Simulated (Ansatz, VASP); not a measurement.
Two plane-wave programs on YB3

```
CELL_PARAMETERS angstrom
8.23668 0.00000 0.00000
0.00000 3.11465 0.00000
0.00000 0.00000 3.50653
ATOMIC_POSITIONS crystal
Y 0.25000 0.00000 0.96410
Y 0.75000 0.00000 0.03590
B 0.51236 0.50000 0.75693
B 0.01236 0.50000 0.24307
B 0.00000 0.00000 0.50000
B 0.50000 0.00000 0.50000
B 0.98764 0.50000 0.75693
B 0.48764 0.50000 0.24307
```

Change from the starting cell: the structure that the rattled cell fell into.

Alike in both runs: functional PBE; k mesh 6 × 12 × 10; occupations gaussian, width 0.1 eV; no spin polarisation.

Ansatz relaxed the structure, and its values are those at the end. VASP's run is a single point on that final structure, the one shown.

```csv
,VASP,Ansatz
version,VASP 6.6.1,Ansatz 0.2.0
potentials or method,"VASP PAW PBE potentials, release 64 (Y_sv, B)","scalar-relativistic, plane waves, PAW"
plane-wave cutoff (eV),520,420
valence electrons in the cell,40,40
```

Ansatz gave:

```
gap on the k mesh at the Fermi level (eV) : none
pressure (GPa)                            : 0.0
```

Question: Which values does VASP return?

Answer: gap on the k mesh at the Fermi level (eV): none; pressure (GPa): -0.1.

A gap of «none» marks a metal or a gap that the smearing closes.
